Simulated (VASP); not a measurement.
Given:

```xyz
5
Lattice="3.9171 0.0000 0.0000 0.0000 3.9171 0.0000 0.0000 0.0000 4.3682" Properties=species:S:1:pos:R:3 pbc="T T T"
Ba     0.0000     0.0000     0.1200
Ti     1.9585     1.9585     2.3600
O      1.9585     1.9585     4.1177
O      0.0000     1.9585     2.0827
O      1.9585     0.0000     2.0827
```

Computed with RPBE GGA, VASP's PBE PAW potentials (set 64) (plane waves; VASP). Numerical set-up: 520 eV cut-off, 6×6×5 Γ-centred mesh, Gaussian smearing of 0.050 eV, potentials Ba_sv Ti_sv O.

### Question
The ions and cell shape at fixed volume are relaxed. Give the cell that the relaxation ends in.

### Answer

```xyz
5
Lattice="3.9994 0.0000 0.0000 0.0000 3.9994 0.0000 0.0000 0.0000 4.1902" Properties=species:S:1:pos:R:3 pbc="T T T"
Ba     3.9994     0.0000     0.0340
Ti     1.9997     1.9997     2.2125
O      1.9997     1.9997     4.0346
O      3.9994     1.9997     2.0218
O      1.9997     0.0000     2.0218
```
Space group P4mm (99), at a tolerance of 0.03 Å.

### Question
How much energy does the relaxation gain?

### Answer
The energy (σ→0) changes by -13.6 meV/atom, in 16 ionic steps.

The compound is BaTiO3 in the tetragonal perovskite structure. This cell is one point of a volume scan, at 0.94 of the reference volume. Symmetry was kept, so distortions that lower it aren't found.
